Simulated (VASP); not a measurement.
Level of theory: r2SCAN meta-GGA, VASP's PBE PAW potentials (set 64) (plane waves; VASP).

Input for VASP

INCAR:
```
ALGO  =  Normal
EDIFF  =  1E-7
ENCUT  =  520
ISIF  =  2
ISMEAR  =  -5
LASPH  =  T
LCHARG  =  F
LMIXTAU  =  T
LORBIT  =  11
LREAL  =  F
LWAVE  =  F
METAGGA  =  R2SCAN
NEDOS  =  601
NELM  =  100
PREC  =  Accurate
SYSTEM  =  AlN
```

**KPOINTS_OPT**
```
k-points along high-symmetry lines
6
Line-mode
Reciprocal
  0.000000   0.000000   0.000000 ! GAMMA
  0.500000  -0.000000   0.000000 ! M

  0.500000  -0.000000   0.000000 ! M
  0.333333   0.333333   0.000000 ! K

  0.333333   0.333333   0.000000 ! K
  0.000000   0.000000   0.000000 ! GAMMA

  0.000000   0.000000   0.000000 ! GAMMA
  0.000000   0.000000   0.500000 ! A

  0.000000   0.000000   0.500000 ! A
  0.500000  -0.000000   0.500000 ! L

  0.500000  -0.000000   0.500000 ! L
  0.333333   0.333333   0.500000 ! H

  0.333333   0.333333   0.500000 ! H
  0.000000   0.000000   0.500000 ! A

  0.500000  -0.000000   0.500000 ! L
  0.500000  -0.000000   0.000000 ! M

  0.333333   0.333333   0.500000 ! H
  0.333333   0.333333   0.000000 ! K
```

**POSCAR**
```
AlN
1
    3.1053050484     0.0000000000     0.0000000000
   -1.5526525242     2.6892726604     0.0000000000
    0.0000000000     0.0000000000     4.9753160650
Al N
2 2
Direct
  0.3333330000   0.6666670000   0.9966557265
  0.6666670000   0.3333330000   0.4966557265
  0.3333330000   0.6666670000   0.3783442735
  0.6666670000   0.3333330000   0.8783442735
```

### KPOINTS
```
Automatic mesh
0
Gamma
11 11 6
0 0 0
```

POTCAR, in this order: Al N (PBE.64 set). Program: vasp_std.

Q: What will the output report for the number of irreducible k-points (NKPTS), number of bands (NBANDS), largest plane-wave count, number of space-group operations, FFT grid (NGX, NGY, NGZ)?

A: 
The number of irreducible k-points (NKPTS) comes out as 64 and the number of bands (NBANDS) is 12. The largest plane-wave count is 1132. The number of space-group operations is 12 and the FFT grid (NGX, NGY, NGZ) is 24 × 24 × 40.

The structure was generated: AlN was put into the wurtzite type (P6_3mc), which need not be its known phase. It was relaxed first.
